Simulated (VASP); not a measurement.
Here is the system:

```
CELL_PARAMETERS angstrom
      2.58689     0.00000     0.00000
      0.00000     2.58689     0.00000
      0.00000     0.00000     2.58689
ATOMIC_POSITIONS crystal
  Pd 0.00000 0.00000 0.00000
```

Calculation: r2SCAN meta-GGA, VASP's PBE PAW potentials (set 64) (plane waves; VASP 6.6.1). Run with 400 eV cut-off, 13×13×13 Γ-centred mesh, first-order Methfessel-Paxton smearing of 0.10 eV, potentials Pd.

What does the run give for the energy per atom (σ→0), band gap (on the k-mesh) with the smallest direct gap where there is one?

The band gap (on the k-mesh) is none (metal, semimetal or under 0.01 eV) and the energy per atom (σ→0) is -22.464 eV/atom.

Total energies compare only between runs with the same potentials, cut-off and functional.

The structure was generated: Pd was put into the simple-cubic type (Pm-3m), which need not be its known phase. It was relaxed first, which changed the volume by +5 %. The start is the result of an earlier pass.
